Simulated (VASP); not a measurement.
Input of a VASP 6.6.1 run:

File INCAR:

```
SYSTEM = NaCu3H4
ALGO = Normal
EDIFF = 1E-6
ENCUT = 520
GGA = PE
ISIF = 2
ISMEAR = 0
LASPH = .TRUE.
LCHARG = .FALSE.
LREAL = .FALSE.
LWAVE = .FALSE.
NBANDS = 32
NELM = 100
PREC = Accurate
SIGMA = 0.1
```

File KPOINTS:

```
k-points
0
G
  4 4 4
  0 0 0
```

POSCAR

```
NaCu3H4
1.0
    4.2254142509      0.0000000000      0.0000000000
    0.0000000000      4.2254142509      0.0000000000
    0.0000000000      0.0000000000      4.2254142509
Na Cu H
1 3 4
Direct
    0.0000000000      0.0000000000      0.0000000000
    0.0000000000      0.5000000000      0.5000000000
    0.5000000000      0.5000000000      0.0000000000
    0.5000000000      0.0000000000      0.5000000000
    0.7080983947      0.7080983947      0.2919016053
    0.7080983947      0.2919016053      0.7080983947
    0.2919016053      0.7080983947      0.7080983947
    0.2919016053      0.2919016053      0.2919016053
```

Potentials or basis: VASP PAW PBE potentials, release 64 (Na_pv, Cu, H).

Run with:

```console
$ cat potpaw_PBE.64/Na_pv/POTCAR potpaw_PBE.64/Cu/POTCAR potpaw_PBE.64/H/POTCAR > POTCAR
$ mpirun -np 1 vasp_std > vasp.out
```

Estimate the band gap on the k mesh.

0.30 eV, indirect (least direct gap 1.66 eV).

Predict the pressure.

0.1 GPa.

A k mesh can miss the band edges.
